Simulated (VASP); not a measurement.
An input for Ansatz (written as the equivalent of a VASP run, and not itself run):

Ansatz 0.2 input:
```yaml
crystal:
  lattice:
    - [1.8911522, -3.2755720, 0.0000000]
    - [1.8911522, 3.2755720, 0.0000000]
    - [0.0000000, 0.0000000, 12.1145723]
  atoms:
    - { symbol: La, position: [0.0000000, 0.0000000, 0.5000000] }
    - { symbol: La, position: [0.0000000, 0.0000000, 0.0000000] }
    - { symbol: La, position: [0.3333330, 0.6666670, 0.2500000] }
    - { symbol: La, position: [0.6666670, 0.3333330, 0.7500000] }
kpoints:
  mp_grid: { grid: [8, 8, 3] }
hamiltonian:
  xc: r2scan
  pseudopotentials: { kind: paw }
scf:
  occupations: { method: methfessel_paxton, width: 0.1 }
  max_iter: 100
relax:
  max_steps: 60
  f_tol: 0.02
  cell: {}
output: { forces: true, stress: true, eigenvalues: true }
```

Problem. Translate this input to VASP (INCAR, KPOINTS, POSCAR, choice of POTCAR).

Solution. Several could match; the one computed here: 
File POSCAR:
```
La
1
    1.8911522456    -3.2755720024     0.0000000000
    1.8911522456     3.2755720024     0.0000000000
   -0.0000000000     0.0000000000    12.1145722742
La
4
Direct
  0.0000000000   0.0000000000   0.5000000000
  0.0000000000   0.0000000000   0.0000000000
  0.3333330000   0.6666670000   0.2500000000
  0.6666670000   0.3333330000   0.7500000000
```

### INCAR
```
SYSTEM  =  La
PREC  =  Accurate; ENCUT  =  400; LREAL  =  .FALSE.
LASPH  =  .TRUE.
EDIFF  =  1E-6; NELM  =  100; ALGO  =  Normal
LMAXMIX  =  6; LMIXTAU  =  .TRUE.
ISMEAR  =  1; SIGMA  =  0.1
METAGGA  =  R2SCAN
IBRION  =  2; NSW  =  60; ISIF  =  3
EDIFFG  =  -0.02
LWAVE  =  .FALSE.; LCHARG  =  .FALSE.
```

**KPOINTS**
```
Automatic mesh
0
Gamma
8 8 3
0 0 0
```

POTCAR, in this order: La (PBE.64 set). Program: vasp_std.

The two are equivalent in intent, not identical: each code has its own PAW files, so the cut-off isn't converted (ENCUT is set for VASP's; basis.ecutwfc is left out, and Ansatz then takes the one that its files recommend); Ansatz stops its SCF on the density residual and VASP on the energy change (EDIFF).

The compound is La in the dhcp structure. This run relaxes it. Symmetry was kept, so distortions that lower it aren't found. The start is the result of an earlier pass.
